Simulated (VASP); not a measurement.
Here is a VASP 6.6.1 calculation.

Contents of INCAR:

```
ALGO = Fast
EDIFF = 1E-4
EDIFFG = -0.08
ENCUT = 520
GGA = PE
IBRION = 2
ISIF = 3
ISMEAR = 0
LASPH = T
LCHARG = F
LREAL = F
LWAVE = F
NELM = 60
NSW = 24
PREC = Normal
SIGMA = 0.15
```

Contents of KPOINTS:

```
k-points
0
Gamma
  3 3 4
```

POSCAR

```
Be4TeSe3
1.0
    3.4708676700     -4.9287426700      0.0000000000
    3.4708676700      4.9287426700      0.0000000000
    0.0000000000      0.0000000000      3.5092123600
Be Te Se
4 1 3
Direct
    0.2494416800      0.7505583200      0.0000000000
    0.7485343800      0.7485343800      0.5000000000
    0.2514656200      0.2514656200      0.5000000000
    0.7505583200      0.2494416800      0.0000000000
    0.5000000000      0.5000000000      0.0000000000
    0.0000000000      0.5000000000      0.5000000000
    0.5000000000      0.0000000000      0.5000000000
    0.0000000000      0.0000000000      0.0000000000
```

Potentials or basis: VASP PAW PBE potentials, release 64 (Be, Te, Se).

Command:

```bash
$ cat potpaw_PBE.64/Be/POTCAR potpaw_PBE.64/Te/POTCAR potpaw_PBE.64/Se/POTCAR > POTCAR
$ mpirun -np 1 vasp_std > vasp.out
```

(1) Estimate the space group after relaxing (to 0.05 Å).

(2) What does it give for the band gap on the k mesh?

(3) Predict the relaxed volume.

Results:

(1) Cmmm (No. 65).

(2) 0.05 eV, indirect (least direct gap 0.27 eV).

(3) 16.02 Å³/atom.

Caveat: the k mesh is coarse (spacing up to 0.45 Å⁻¹), so the values aren't converged; spin-orbit coupling is left out, which moves the levels of the heavy elements; an odd mesh through Γ misses points on the zone boundary, where band edges often lie.
